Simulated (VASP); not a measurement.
Input for VASP

### INCAR
```
LMAXMIX  =  4
LASPH  =  .TRUE.
ISMEAR  =  -1   ! Fermi-Dirac
SYSTEM  =  ZnSe
LCHARG  =  .FALSE.
LWAVE  =  .FALSE.
LREAL  =  .FALSE.   ! projection in real space or not
ALGO  =  Normal
PREC  =  Accurate
ISIF  =  2
SIGMA  =  0.01
EDIFF  =  1E-6   ! SCF stop (eV)
NELM  =  100   ! most electronic steps
ENCUT  =  300   ! plane-wave cut-off (eV)
```

File POSCAR:
```
ZnSe
1
    0.0000000000     2.8350000000     2.8350000000
    2.8350000000     0.0000000000     2.8350000000
    2.8350000000     2.8350000000     0.0000000000
Zn Se
1 1
Direct
  0.0000000000   0.0000000000   0.0000000000
  0.2500000000   0.2500000000   0.2500000000
```

### KPOINTS
```
Automatic mesh
0
Gamma
10 10 10
0 0 0
```

POTCAR, in this order: Zn Se (LDA.64 set). Program: vasp_std.

Problem. Write an equivalent input for Ansatz.

Solution. One equivalent input (not run):
Ansatz 0.2 input:
```yaml
crystal:
  lattice:
    - [0.0000000, 2.8350000, 2.8350000]
    - [2.8350000, 0.0000000, 2.8350000]
    - [2.8350000, 2.8350000, 0.0000000]
  atoms:
    - { symbol: Zn, position: [0.0000000, 0.0000000, 0.0000000] }
    - { symbol: Se, position: [0.2500000, 0.2500000, 0.2500000] }
kpoints:
  mp_grid: { grid: [10, 10, 10] }
hamiltonian:
  xc: lda
  pseudopotentials: { kind: paw }
scf:
  occupations: { method: fermi_dirac, width: 0.01 }
  max_iter: 100
output: { forces: true, stress: true, eigenvalues: true }
```
What does not carry over: each code has its own PAW files, so the cut-off isn't converted (ENCUT is set for VASP's; basis.ecutwfc is left out, and Ansatz then takes the one that its files recommend); Ansatz stops its SCF on the density residual and VASP on the energy change (EDIFF); Ansatz's lda is the Perdew-Wang form, while the LDA potentials of VASP carry Perdew-Zunger's.

The structure is a typed ZnSe crystal (F-43m). The cell was not relaxed at this level. The run is one of a series of settings (GGA removed, POTCAR Zn Se (LDA.64 set) against the base run), some of them coarse on purpose.
